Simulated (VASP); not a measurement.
Consider the following.

```yaml
crystal:
  lattice:
    - [4.03325, 0.00000, 0.00000]
    - [0.00000, 4.03325, 0.00000]
    - [0.00000, 0.00000, 4.03325]
  atoms:
    - { symbol: Ba, position: [0.00000, 0.00000, 0.00000] }
    - { symbol: Ti, position: [0.50000, 0.50000, 0.50000] }
    - { symbol: O, position: [0.50000, 0.00000, 0.50000] }
    - { symbol: O, position: [0.00000, 0.50000, 0.50000] }
    - { symbol: O, position: [0.50000, 0.50000, 0.00000] }
```

These are vdW-DF-cx, VASP's PBE PAW potentials (set 64) (plane waves; VASP) values and carry that method's errors. Run with 520 eV cut-off, 6×6×6 Γ-centred mesh, Gaussian smearing of 0.050 eV, potentials Ba_sv Ti_sv O.

Task: The job: BaTiO3 (cubic perovskite), 5 atoms, vdW-DF-cx, static run, 520 eV, 6×6×6 Γ-centred mesh. Roughly how much core time does it take on a busy server core?

Result: About 50 core-seconds (one run on a shared machine, a rough figure). It had 20 irreducible k-points, 24 bands, up to 1791 plane waves and 17 electronic steps.

The compound is BaTiO3 in the cubic perovskite structure, the ideal cubic form; the compound distorts at low or room temperature. This cell is one point of a volume scan, at 1.03 of the reference volume.
